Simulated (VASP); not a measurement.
# Cutoff convergence: HfN

System: HfN (rock salt type, first atom moved by 0.06 Å along [111]), 2 atoms in the cell.

```
CELL_PARAMETERS angstrom
0.00000 2.26500 2.26500
2.26500 0.00000 2.26500
2.26500 2.26500 0.00000
ATOMIC_POSITIONS crystal
Hf 0.00765 0.00765 0.00765
N 0.50000 0.50000 0.50000
```

Method: HSE06, plane waves, standard recommended PAW potentials in VASP.

Orbitals from an earlier step on the same cell; potentials Hf_pv N; PREC = Accurate; HFSCREEN = 0.208; HFRCUT = 0; PRECFOCK = Normal; k-mesh 4×4×4 Γ-centred; Fermi–Dirac smearing of 0.1 eV; no spin polarisation; no spin–orbit coupling.

Cutoffs run: 460, 520, 680 eV. At 680 eV the pressure at a fixed basis is -5.56 GPa and the rms force 0.686 eV/Å.

(1) From which of these cutoffs on do the forces lie within 20 meV/Å (rms) of the highest one?

(2) What pressure at a fixed basis does the 460 eV run show?

(3) Give the whole series.

## Answers

(1) Even the lowest tried, 460 eV, does.

(2) -6.13 GPa. An incomplete basis pulls the printed pressure down.

(3) 
```tsv
cutoff (eV)	E − E(top) (meV/atom)	pressure at fixed basis (GPa)	rms force change (meV/Å)
460	0.1	-6.13	0.3
520	0.7	-5.53	0.7
680	0.0	-5.56	0.0
```

The k-mesh is coarse, so these values belong to this mesh and can lie far from the converged ones. Potentials made with PBE were used with another functional.
